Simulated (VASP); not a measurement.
Consider the following.

```xyz
2
Lattice="2.9947 0.0000 0.0000 0.0000 2.9947 0.0000 0.0000 0.0000 2.9947" Properties=species:S:1:pos:R:3 pbc="T T T"
Ti     0.0000     0.0000     0.0000
Co     1.4974     1.4974     1.4974
```

Level of theory: RPBE GGA, VASP's PBE PAW potentials (set 64) (plane waves; VASP 6.6.1). Numerical set-up: 520 eV cut-off, 12×12×12 Γ-centred mesh, first-order Methfessel-Paxton smearing of 0.10 eV, potentials Ti_sv Co.

Question: The job: TiCo (CsCl type), 2 atoms, RPBE, static run, 520 eV, 12×12×12 Γ-centred mesh. Roughly how much core time does it take on a busy server core?

Answer: About 20 core-seconds (one run on a shared machine, a rough figure). It had 84 irreducible k-points, 14 bands, up to 739 plane waves and 16 electronic steps.

The compound is TiCo in the CsCl type structure. It was relaxed first. The run is not spin-polarised, so no magnetic state was tried. The electron count is odd and the run is not spin-polarised, which forces a metal.
